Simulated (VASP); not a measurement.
Runs of VASP 6.6.1 on PmS. It takes space group Fm-3m (No. 225, cubic). The conventional cell has a = 5.677 Å, b = 5.677 Å, c = 5.677 Å, α = 90.00°, β = 90.00°, γ = 90.00°. Pm (site symmetry m-3m) has 6 S at 2.84 Å as nearest neighbours. S (site symmetry m-3m) has 6 Pm at 2.84 Å as nearest neighbours. The cell comes from a database or a generator and needn't be the stable form of this composition.

```csv
spin,U,fixed moment (μB),gap on the mesh (eV),pressure (GPa),moment (μB)
"collinear, zero start",Pm f U = 4 eV,-,none,2.3,(a)
"collinear, zero start",Pm f U = 6 eV,-,none,5.4,4.70
"collinear, ferromagnetic start",Pm f U = 6 eV,2,-,(b),2.00
"collinear, random start",Pm f U = 4 eV,-,none,5.2,4.69
"collinear, ferromagnetic start",Pm f U = 4 eV,2,-,1.4,2.00
```

Alike in all rows: task single point; level PBE+U; potentials or basis VASP PAW PBE potentials, release 64 (Pm, S); cell as given; k mesh 6 × 6 × 6; cutoff (eV) 520; smearing gaussian 0.05 eV.

Problem. Estimate the missing entries.

Solution. (a) 1.63; (b) 1.1.

Caveats: the magnetic or orbital state may not be the lowest; spin-orbit coupling is left out, which moves the levels of the heavy elements; the moment is held away from its start (some runs); the total moment is fixed, so each spin has its own Fermi level (some runs).

A k mesh can miss the band edges, and the runs leave out spin-orbit coupling on Pm.

A gap of «none» marks a metal or a gap under the smearing width.
